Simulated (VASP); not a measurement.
# Tl2Ge3 (P6/mmm) in VASP: a series of runs, part 2 of 2

VASP 6.6.1. The steps go on from the part before.

### 3 Optical spectrum, PBEsol+D3, spin-orbit coupling, no magnetisation

Input file INCAR:

```
ALGO = Normal
CSHIFT = 0.1
EDIFF = 1E-7
ENCUT = 520
GGA = PS
GGA_COMPAT = F
ISIF = 2
ISMEAR = 0
IVDW = 11
LASPH = T
LCHARG = F
LOPTICS = T
LORBIT = 11
LREAL = F
LSORBIT = T
LWAVE = F
MAGMOM = 0 0 0 0 0 0 0 0 0 0 0 0 0 0 0
NBANDS = 132
NEDOS = 1000
NELM = 100
PREC = Accurate
SIGMA = 0.01
```

Input file KPOINTS:

```
k-points
0
Gamma
  6 6 3
```

Input file POSCAR:

```
Tl2Ge3
3.9368
    0.999992598049      0.000000000000      0.000000000000
   -0.499996299025      0.866018992583      0.000000000000
    0.000000000000      0.000000000000      2.385625645194
Tl Ge
2 3
Direct
    0.0000000000      0.0000000000      0.1453568500
    0.0000000000      0.0000000000      0.8546431500
    0.3333333300      0.6666666700      0.5000000000
    0.6666666700      0.3333333300      0.5000000000
    0.0000000000      0.0000000000      0.5000000000
```

Potentials or basis: VASP PAW PBE potentials, release 64 (Tl_d, Ge_d).

Run with:

```bash
> cat potpaw_PBE.64/Tl_d/POTCAR potpaw_PBE.64/Ge_d/POTCAR > POTCAR
> mpirun -np 1 vasp_ncl > vasp.out
```

OUTCAR:

```text
EDIFF = 1E-7
   ENCUT = 520
   GGA = PS
   ISIF = 2
   ISMEAR = 0
   IVDW = 11
   LASPH = T
   LORBIT = 11
   LREAL = F
   LSORBIT = T
   NELM = 100
   PREC = Accurate
 IVDW          = 11

 ion  position               nearest neighbor table
   1  0.000  0.000  0.145-   2 2.73   5 3.33
   2  0.000  0.000  0.855-   1 2.73   5 3.33
   3  0.333  0.667  0.500-   4 2.27   4 2.27   5 2.27   5 2.27   5 2.27   4 2.27
   4  0.667  0.333  0.500-   3 2.27   3 2.27   5 2.27   5 2.27   5 2.27   3 2.27
   5  0.000  0.000  0.500-   3 2.27   4 2.27   3 2.27   4 2.27   4 2.27   3 2.27   1 3.33   2 3.33

  LATTYP: Found a hexagonal cell.
[... 1928 lines left out ...]
     0.0000000     0.0000000     0.0000000     0.0000000     0.0000000     0.0000000     0.0000000
     0.0000000     0.0000000     0.0000000     0.0000000     0.0000000     0.0000000     0.0000000
     0.0000000     0.0000000     0.0000000     0.0000000     0.0000000     0.0000000     0.0000000

 total charge

# of ion       s       p       d       tot
------------------------------------------
    1        1.202   0.351   9.642  11.194
    2        1.202   0.351   9.642  11.194
    3        1.250   1.431  10.225  12.907
    4        1.250   1.431  10.225  12.907
    5        1.243   1.445  10.235  12.923
--------------------------------------------------
tot          6.146   5.008  49.970  61.124

 magnetization (x)

# of ion       s       p       d       tot
------------------------------------------
    1       -0.000   0.000   0.000  -0.000
    2        0.000   0.000   0.000   0.000
    3       -0.000   0.000   0.000  -0.000
    4       -0.000   0.000   0.000  -0.000
    5        0.000  -0.000  -0.000  -0.000
--------------------------------------------------
tot          0.000   0.000  -0.000   0.000

 magnetization (y)

# of ion       s       p       d       tot
------------------------------------------
    1        0.000   0.000   0.000   0.000
    2        0.000   0.000   0.000   0.000
    3        0.000   0.000   0.000   0.000
    4        0.000   0.000   0.000   0.000
    5        0.000   0.000   0.000   0.000
--------------------------------------------------
tot          0.000   0.000   0.000   0.000

 magnetization (z)

# of ion       s       p       d       tot
------------------------------------------
    1        0.000   0.000   0.000   0.000
    2        0.000   0.000   0.000   0.000
    3        0.000   0.000   0.000   0.000
    4        0.000   0.000   0.000   0.000
    5        0.000  -0.000   0.000   0.000
--------------------------------------------------
tot          0.000  -0.000   0.000   0.000
```

stdout:

```text
POSCAR found type information on POSCAR TlGe
 POSCAR found :  2 types and       5 ions
 scaLAPACK will be used
 -----------------------------------------------------------------------------
|                                                                             |
|                                                                             |
|     You enforced a specific xc type in the INCAR file but a different       |
|     I HOPE YOU KNOW WHAT YOU ARE DOING!                                     |
|                                                                             |
 -----------------------------------------------------------------------------

 LDA part: xc-table for (Slater+PW92), standard interpolation
 POSCAR, INCAR and KPOINTS ok, starting setup
 FFT: planning ... GRIDC
 FFT: planning ... GRID_SOFT
 FFT: planning ... GRID
 WAVECAR not read
 entering main loop
 optical routines
 imaginary and real dielectric function
 recalculating local potential from charge density
 direction            1
 direction            2
 direction            3
```

Wall time 8.2 min (1 thread of Intel Xeon 6975P-C (Granite Rapids), shared host); peak memory 1 GiB.

Results:

- Free energy: -14.0862 eV
- Pressure: 27.8 GPa
- Largest force: 1.192 eV/Å
- Valence electrons inside the program's atomic spheres: Tl 11.19; Ge 12.91, 12.92
- Dispersion energy per atom: -0.196 eV

Forces in eV/Å, atoms in the order of the input:
```
Tl   0.000  0.000  1.192
Tl   0.000  0.000 -1.192
Ge   0.000  0.000  0.000
Ge   0.000  0.000  0.000
Ge   0.000  0.000  0.000
```

Stress tensor (GPa, compression positive):
```
40.51  0.00  0.00
 0.00 40.51  0.00
 0.00  0.00  2.36
```

Dielectric function (mean over the directions given):
| energy (eV) | real part | imaginary part |
| --- | --- | --- |
| 0.28 | 93.25 | 19.68 |
| 1.27 | -24.42 | 41.44 |
| 2.32 | -6.74 | 6.18 |
| 3.37 | -6.71 | 7.47 |
| 4.37 | -2.25 | 2.15 |
| 5.42 | -1.54 | 3.83 |
| 6.47 | -0.78 | 1.22 |
| 7.52 | -0.16 | 1.17 |
| 8.52 | 0.01 | 0.95 |
| 9.57 | 0.71 | 0.79 |
| 10.62 | -0.39 | 1.16 |
| 11.67 | 0.24 | 0.73 |
| 12.67 | 0.24 | 0.67 |
| 13.72 | 0.18 | 0.88 |
| 14.77 | 0.23 | 0.61 |
| 15.82 | 0.39 | 0.48 |
| 16.82 | 0.50 | 0.28 |
| 17.87 | 0.52 | 0.30 |
| 18.92 | 0.60 | 0.17 |
| 19.97 | 0.62 | 0.30 |

Caveat: spectra need much finer meshes, so this one isn't converged; independent-particle spectra lack excitons; so large a pressure means that the cell lies far from this level's equilibrium, or that cutoff or potentials fall short; the potentials were made for another functional, which shifts forces and pressure.
